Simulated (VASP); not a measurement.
Write the native input for VASP 6.6.1 that does the following.

```yaml
Task: single point
Functional: PBE
Potentials_or_basis: VASP PAW PBE potentials, release 64 (Rb_sv, Ge_d, N)
Cutoff: 520 eV
k_mesh: 4 × 4 × 4
Occupations: gaussian, width 0.1 eV
Spin: no spin polarisation
Dipole_correction: no
Further_INCAR_settings: ALGO = Normal; EDIFF = 1e-06; NBANDS = 21
```

The structure of RbGeN lies in POSCAR:

```
RbGeN
1.0
    4.8326137400      0.0000000000      0.0000000000
    0.0000000000      4.8326137400      0.0000000000
    0.0000000000      0.0000000000      3.8220402300
Rb Ge N
1 1 1
Direct
    0.5000000000      0.5000000000      0.5000000000
    0.0000000000      0.0000000000      0.5000000000
    0.0000000000      0.0000000000      0.0000000000
```

The cell was built by a generator and needn't be a form met in nature.

The cell isn't the ideal one: random cell by space group and Wyckoff sites (P4/mmm, No. 123).

These files were run (other wordings do the same):

INCAR

```
  PREC = Accurate
  ENCUT = 520
  EDIFF = 1E-6
  ISMEAR = 0
  SIGMA = 0.1
  LREAL = False
  LASPH = True
  NELM = 100
  ALGO = Normal
  ISIF = 2
  LWAVE = False
  LCHARG = False
  GGA = PE
  NBANDS = 21
```

KPOINTS

```
regular mesh
0
Gamma
  4 4 4
```

Potentials or basis: VASP PAW PBE potentials, release 64 (Rb_sv, Ge_d, N).

Run with:

```bash
$ cat potpaw_PBE.64/Rb_sv/POTCAR potpaw_PBE.64/Ge_d/POTCAR potpaw_PBE.64/N/POTCAR > POTCAR
$ mpirun -np 1 vasp_std > vasp.out
```

Results of the run:

- Pressure: 1.2 GPa
- Band gap on the k mesh: none (metal or under the smearing width)

Caveat: the k mesh is coarse (spacing up to 0.41 Å⁻¹), so the values aren't converged.

It took 16 s on 1 thread of Intel(R) Xeon(R) Platinum 8488C (Sapphire Rapids), with other jobs on the host, peak memory 0.19 GiB.
